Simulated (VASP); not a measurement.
Given:

```
CELL_PARAMETERS angstrom
      0.00000     3.27276     3.27276
      3.27276     0.00000     3.27276
      3.27276     3.27276     0.00000
ATOMIC_POSITIONS crystal
  Cd 0.00000 0.00000 0.00000
  Te 0.25000 0.25000 0.25000
```

Computed with r2SCAN meta-GGA, VASP's PBE PAW potentials (set 64) (plane waves; VASP). Settings: 400 eV cut-off, 13×13×13 Γ-centred mesh, Gaussian smearing of 0.010 eV, potentials Cd Te.

**Question.** The job: CdTe (zinc blende), 2 atoms, r2SCAN, optics run with many empty bands, 400 eV, 13×13×13 Γ-centred mesh. Roughly how much core time does it take on a busy server core?

**Answer.** About 7 core-minutes (one run on a shared machine, a rough figure). It had 84 irreducible k-points, 39 bands, up to 1299 plane waves and 23 electronic steps.

The compound is CdTe in the zinc blende structure. It was relaxed first.
